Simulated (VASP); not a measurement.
Computed with rev-vdW-DF2, VASP's PBE PAW potentials (set 64) (plane waves; VASP 6.6.1).

The input files of a VASP run:

File KPOINTS:
```
Automatic mesh
0
G
9 9 9
0 0 0
```

### INCAR
```
! general
SYSTEM   = CoSi2
PREC     = Accurate
ENCUT    = 520
LREAL    = .FALSE.
LASPH    = .TRUE.

! electronic loop
EDIFF    = 1E-6
NELM     = 100
ALGO     = Normal
LMAXMIX  = 4

! smearing
ISMEAR   = 1
SIGMA    = 0.1

! functional
GGA      = MK
LUSE_VDW = .TRUE.
AGGAC    = 0.0
PARAM1   = 0.1234568
PARAM2   = 0.7114
ZAB_VDW  = -1.8867

! ions
IBRION   = 2
NSW      = 60
ISIF     = 3
EDIFFG   = -0.02

! output
LWAVE    = .FALSE.
LCHARG   = .FALSE.
```

**POSCAR**
```
CoSi2
1
    0.0000000000     2.6565137481     2.6565137481
    2.6565137481     0.0000000000     2.6565137481
    2.6565137481     2.6565137481    -0.0000000000
Co Si
1 2
Direct
  0.0000000000   0.0000000000   0.0000000000
  0.2500000000   0.2500000000   0.2500000000
  0.7500000000   0.7500000000   0.7500000000
```

POTCAR, in this order: Co Si (PBE.64 set). Program: vasp_std.

Q: Estimate the energy per atom (σ→0), volume per atom, band gap (on the k-mesh).

A: 
| Item | Value |
|---|---|
| energy per atom (σ→0) | -5.036 eV/atom |
| band gap (on the k-mesh) | none (metal, semimetal or under 0.01 eV) |
| volume per atom | 12.74 Å³/atom |

**OSZICAR**
```
...
DAV:   1    -0.151977759595E+02   -0.98758E-01   -0.10167E+00   956   0.204E+01    0.282E+00
DAV:   2    -0.154718561290E+02   -0.27408E+00   -0.27855E+00  1060   0.364E+01    0.488E+00
DAV:   3    -0.151092647186E+02    0.36259E+00   -0.13985E+00  1104   0.279E+01    0.459E-01
DAV:   4    -0.151092880635E+02   -0.23345E-04   -0.33201E-02   856   0.135E+00    0.270E-01
DAV:   5    -0.151084646012E+02    0.82346E-03   -0.21938E-03  1188   0.968E-01    0.637E-02
DAV:   6    -0.151084537469E+02    0.10854E-04   -0.16852E-04  1224   0.137E-01    0.125E-02
DAV:   7    -0.151084530940E+02    0.65286E-06   -0.29798E-06   888   0.179E-02
   3 F= -.15108453E+02 E0= -.15108330E+02  d E =-.804978E-02
```

The compound is CoSi2 in the fluorite structure. This run relaxes it. Symmetry was kept, so distortions that lower it aren't found. The start is the result of an earlier pass. The run is not spin-polarised, so no magnetic state was tried. The electron count is odd and the run is not spin-polarised, which forces a metal.
